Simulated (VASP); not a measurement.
**Ti2RuC3: relaxation of cell and atoms with PBE**

Ti2RuC3:

```xyz
6
Lattice="3.4681 0.0000 0.0000 -1.7341 3.0035 0.0000 0.0000 0.0000 7.5419" Properties=species:S:1:pos:R:3 pbc="T T T"
Ti    1.7341    1.0012    5.3565
Ti    1.7341    1.0012    2.1854
Ru    0.0000    0.0000    0.0000
C     0.0000    2.0023    4.7451
C     0.0000    2.0023    2.7968
C     1.7341    1.0012    3.7710
```

The cell was built by a generator and needn't be a form met in nature.

| Quantity | Value |
| --- | --- |
| Program | VASP 6.6.1 |
| Task | relaxation of cell and atoms |
| Functional | PBE |
| Potentials or basis | VASP PAW PBE potentials, release 64 (Ti_sv, Ru_pv, C) |
| Cutoff | 520 eV |
| k mesh | 6 × 6 × 3 |
| Occupations | gaussian, width 0.15 eV |
| Spin | no spin polarisation |
| Further INCAR settings | PREC = Normal; ALGO = Fast; EDIFF = 0.0001; IBRION = 2; EDIFFG = -0.08; NSW = 24; ISIF = 3 |

```yaml
Relaxed_volume: 10.75 Å³/atom
Relaxed_cell: a = 3.009 Å, b = 3.009 Å, c = 8.226 Å, α = 90.00°, β = 90.00°, γ = 120.00°
Space_group_after_relaxing_to_0.05_Å: P-6m2 (No. 187)
Energy_gained_by_relaxing: 1441.7 meV/atom
Ionic_steps: 19
Pressure_after_relaxing: 0.5 GPa
Largest_force_after_relaxing: 0.044 eV/Å
Band_gap_on_the_k_mesh: none (metal or under the smearing width)
```

Forces in eV/Å, atoms in the order of the input:
```
Ti   0.000  0.000  0.005
Ti   0.000  0.000 -0.005
Ru   0.000  0.000  0.000
C    0.000  0.000 -0.044
C    0.000  0.000  0.044
C    0.000  0.000  0.000
```

Stress tensor (GPa, compression positive):
```
0.65 0.00 0.00
0.00 0.65 0.00
0.00 0.00 0.24
```

Step by step:
| step | energy change (eV) | largest force (eV/Å) | pressure (GPa) | volume (Å³) |
| --- | --- | --- | --- | --- |
| 1 | 0.0000 | 16.2470 | 22.99 | 78.56 |
| 2 | 0.5758 | 1.2307 | -27.85 | 96.97 |
| 3 | -0.9496 | 1.7120 | -32.34 | 94.36 |
| 4 | -2.3934 | 2.3240 | -33.29 | 91.67 |
| 5 | -5.3196 | 1.2292 | -29.15 | 85.46 |
| 6 | -5.6655 | 1.7174 | -18.28 | 82.09 |
| 7 | -5.7302 | 1.2603 | -23.08 | 83.26 |
| 8 | -5.7370 | 1.3310 | -22.12 | 82.95 |
| 9 | -7.7806 | 2.2439 | -2.30 | 66.33 |
| 10 | -7.8435 | 2.3699 | 4.86 | 63.53 |
| 11 | -8.3146 | 1.5910 | 1.53 | 62.88 |
| 12 | -8.3814 | 1.7332 | 1.15 | 62.56 |
| 13 | -8.5632 | 1.3962 | 5.69 | 62.92 |
| 14 | -8.5757 | 0.8267 | 4.12 | 62.85 |
| 15 | -8.6437 | 0.3471 | -1.40 | 65.16 |
| 16 | -8.6488 | 0.1165 | -0.96 | 64.66 |
| 17 | -8.6490 | 0.1024 | -0.57 | 64.62 |
| 18 | -8.6491 | 0.1644 | 1.02 | 64.40 |
| 19 | -8.6503 | 0.0438 | 0.51 | 64.51 |

Final structure:
```yaml
crystal:
  lattice:
    - [3.00918, 0.00000, 0.00000]
    - [-1.50459, 2.60602, 0.00000]
    - [0.00000, 0.00000, 8.22633]
  atoms:
    - { symbol: Ti, position: [0.66667, 0.33333, 0.75124] }
    - { symbol: Ti, position: [0.66667, 0.33333, 0.24876] }
    - { symbol: Ru, position: [0.00000, 0.00000, 0.00000] }
    - { symbol: C, position: [0.33333, 0.66667, 0.59362] }
    - { symbol: C, position: [0.33333, 0.66667, 0.40638] }
    - { symbol: C, position: [0.66667, 0.33333, 0.50000] }
```

Levels at points of the mesh, in eV from the Fermi level:
```
           k point  band 23  band 24  band 25  band 26  band 27  band 28
(0.00, 0.00, 0.00)    -1.57    -1.57     0.13     0.13     0.38     0.38
(0.50, 0.00, 0.00)    -1.57    -0.32    -0.19     0.86     0.87     2.14
```

Run time: 11 min on 1 thread of Intel(R) Xeon(R) Platinum 8259CL CPU @ 2.50GHz (Skylake/Cascade Lake), on a shared host, peak memory 0.18 GiB.

Caveat: the volume moved by over 15 % at a fixed basis, so the end points are rough; the relaxation stopped at a loose force limit of 0.08 eV/Å, so its end isn't a converged minimum.
